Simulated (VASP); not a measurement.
Write the native input for VASP 6.6.1 that does the following.

- Task: relaxation of cell and atoms
- Functional: BLYP
- Potentials or basis: VASP PAW PBE potentials, release 64 (Cs_sv, Ta_pv, S)
- Cutoff: 600 eV
- k mesh: 7 × 7 × 3
- Occupations: fermi-dirac, width 0.05 eV
- Spin: no spin polarisation
- Further INCAR settings: ALGO = Fast; EDIFF = 1e-06; IBRION = 2; EDIFFG = -0.02; NSW = 60; ISIF = 3

The structure of CsTaS2 lies in POSCAR:

```
CsTaS2
1.0
    3.5423800000      0.0000000000      0.0000000000
   -1.7711900000      3.0677900000      0.0000000000
    0.0000000000      0.0000000000      8.2684800000
Cs Ta S
1 1 2
Direct
    0.0000000000      0.0000000000      0.5000000000
    0.3333300000      0.6666700000      0.0000000000
    0.6666700000      0.3333300000      0.1817700000
    0.6666700000      0.3333300000      0.8182300000
```

The cell was built by a generator and needn't be a form met in nature.

These files were run (other wordings do the same):

INCAR

```
SYSTEM = CsTaS2
  AGGAC = 1.0
  AGGAX = 1.0
  ALDAC = 0.0
  ALDAX = 1.0
  ALGO = Fast
  EDIFF = 1E-6
  EDIFFG = -0.02
  ENCUT = 600
  GGA = B5
  IBRION = 2
  ISIF = 3
  ISMEAR = -1
  LASPH = .TRUE.
  LCHARG = .FALSE.
  LREAL = .FALSE.
  LWAVE = .FALSE.
  NELM = 80
  NSW = 60
  PREC = Accurate
  SIGMA = 0.05
```

KPOINTS

```
k-points
0
G
  7 7 3
  0 0 0
```

Potentials or basis: VASP PAW PBE potentials, release 64 (Cs_sv, Ta_pv, S).

Launch:

```console
$ cat potpaw_PBE.64/Cs_sv/POTCAR potpaw_PBE.64/Ta_pv/POTCAR potpaw_PBE.64/S/POTCAR > POTCAR
$ mpirun -np 1 vasp_std > vasp.out
```

Results of the run:

```
Relaxed volume                         : 24.07 Å³/atom
Relaxed cell                           : a = 3.630 Å, b = 3.630 Å, c = 8.438 Å, α = 90.00°, β = 90.00°, γ = 120.00°
Space group after relaxing (to 0.05 Å) : P-6m2 (No. 187)
Energy gained by relaxing              : 25.5 meV/atom
Ionic steps                            : 7
Pressure after relaxing                : 0.1 GPa
Band gap on the k mesh                 : 0.35 eV, indirect (least direct gap 0.66 eV)
```

Caveat: the PAW data sets were made with another functional, which shifts forces and pressure a little; spin-orbit coupling is left out, which moves the levels of the heavy elements; an odd mesh through Γ misses points on the zone boundary, where band edges often lie.

Wall time 14 min on 1 thread of Intel(R) Xeon(R) Platinum 8175M CPU @ 2.50GHz (Skylake/Cascade Lake) (shared host), peak memory 0.29 GiB.
